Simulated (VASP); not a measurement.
An input for Quantum ESPRESSO's pw.x (written as the equivalent of a VASP run, and not itself run):

```
&CONTROL
  calculation = 'vc-relax'
  pseudo_dir = './pseudo'
  outdir = './out'
  tprnfor = .true.
  tstress = .true.
  nstep = 60
  forc_conv_thr = 0.00078
/
&SYSTEM
  ibrav = 0
  nat = 4
  ntyp = 1
  ecutwfc = 80
  occupations = 'smearing'
  smearing = 'methfessel-paxton'
  degauss = 0.00735
  input_dft = 'pw91'
/
&ELECTRONS
  conv_thr = 7.3e-08
  electron_maxstep = 100
/
&IONS
/
&CELL
/
ATOMIC_SPECIES
  Ga 69.723 Ga.upf
CELL_PARAMETERS angstrom
     2.3030089   -3.8642068    0.0000000
     2.3030089    3.8642068   -0.0000000
     0.0000000    0.0000000    4.5730414
ATOMIC_POSITIONS crystal
  Ga   0.1555877  0.8444123  0.9187732
  Ga   0.3444123  0.6555877  0.4187732
  Ga   0.6555877  0.3444123  0.5812268
  Ga   0.8444123  0.1555877  0.0812268
K_POINTS automatic
  7 7 6 0 0 0
```

### Question
Write the VASP files for the same calculation (PW91).

### Answer
Several could match; the one computed here: 
### KPOINTS
```
kpoints
0
gamma
7 7 6
```

### POSCAR
```
Ga
1.0
  2.3030089242  -3.8642067748   0.0000000000
  2.3030089242   3.8642067748   0.0000000000
  0.0000000000   0.0000000000   4.5730413608
Ga
4
Cartesian
  2.3030089242   2.6617605229   4.2015878014
  2.3030089242   1.2024462519   1.9150671210
  2.3030089242  -1.2024462519   2.6579742398
  2.3030089242  -2.6617605229   0.3714535594
```

INCAR:
```
SYSTEM = Ga
PREC = Accurate
ENCUT = 520
EDIFF = 1E-6
NELM = 100
ALGO = Normal
LREAL = .FALSE.
LASPH = .TRUE.
ISMEAR = 1
SIGMA = 0.1
GGA = 91
LMAXMIX = 4
LWAVE = .FALSE.
LCHARG = .FALSE.
IBRION = 2
ISIF = 3
NSW = 60
EDIFFG = -0.02
```

POTCAR, in this order: Ga_d (PBE.64 set). Program: vasp_std.

Limits of the translation: the potentials are each code's own (VASP's PAW set, PseudoDojo norm-conserving files in pw.x), so ENCUT and ecutwfc are chosen apart and not converted; conv_thr bounds pw.x's estimated SCF error, while EDIFF bounds the energy change between steps; forc_conv_thr acts on force components and is met together with etot_conv_thr.

The compound is Ga in the alpha structure. This run relaxes it. Symmetry was kept, so distortions that lower it aren't found. The start is the result of an earlier pass.
